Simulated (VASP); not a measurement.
Calculation: PBE GGA, VASP's PBE PAW potentials (set 64) (plane waves; VASP 6.6.1).

Input for VASP

### INCAR
```
# general
SYSTEM   =  Tl
PREC     =  Accurate
ENCUT    =  500   # plane-wave cut-off (eV)
LREAL    =  .FALSE.
LASPH    =  .TRUE.

# electronic loop
EDIFF    =  1E-6
NELM     =  100   # most electronic steps
ALGO     =  Normal   # blocked Davidson
LMAXMIX  =  4   # l cut-off of mixed one-centre charges

# smearing
ISMEAR   =  1
SIGMA    =  0.1   # width (eV)

# functional
GGA      =  PE   # PBE

# ions
IBRION   =  2   # conjugate gradients
NSW      =  40   # most ionic steps
ISIF     =  3
EDIFFG   =  -0.02

# output
LWAVE    =  .FALSE.
LCHARG   =  .FALSE.
```

KPOINTS:
```
K-points
0
Gamma
 12 12 7
0 0 0
```

**POSCAR**
```
Tl
1.0
  1.7916703705  -3.1032642262   0.0000000000
  1.7916703705   3.1032642262   0.0000000000
  0.0000000000   0.0000000000   5.6389733389
Tl
2
direct
  0.3333330000   0.6666670000   0.2500000000
  0.6666670000   0.3333330000   0.7500000000
```

POTCAR, in this order: Tl_d (PBE.64 set). Program: vasp_std.

Unless said otherwise, spin-orbit coupling is left out, though it shifts the bands of the heavy elements here.

Problem. What does the run give for the energy per atom (σ→0), volume per atom, band gap (on the k-mesh)?

Solution. 
```
Property                                                    Result
------------------------  ----------------------------------------
energy per atom (σ→0)                               -2.228 eV/atom
band gap (on the k-mesh)  none (metal, semimetal or under 0.01 eV)
volume per atom                                     31.43 Å^3/atom
```

**OSZICAR**
```
...
       N       E                     dE             d eps       ncg     rms          rms(c)
DAV:   1    -0.446465812760E+01   -0.81983E-02   -0.15597E-01  2586   0.352E+00    0.521E-01
DAV:   2    -0.445762501957E+01    0.70331E-02   -0.15251E-02  2589   0.103E+00    0.166E-01
DAV:   3    -0.445664795237E+01    0.97707E-03   -0.32552E-03  2610   0.488E-01    0.125E-01
DAV:   4    -0.445659206287E+01    0.55889E-04   -0.14805E-04  2641   0.801E-02    0.118E-02
DAV:   5    -0.445658822879E+01    0.38341E-05   -0.38642E-05  2678   0.528E-02    0.805E-03
DAV:   6    -0.445658772766E+01    0.50113E-06   -0.13465E-06  1472   0.997E-03
   8 F= -.44565877E+01 E0= -.44567583E+01  d E =-.127932E-03
```

The compound is Tl in the hcp structure. This run relaxes it. Symmetry was kept, so distortions that lower it aren't found.
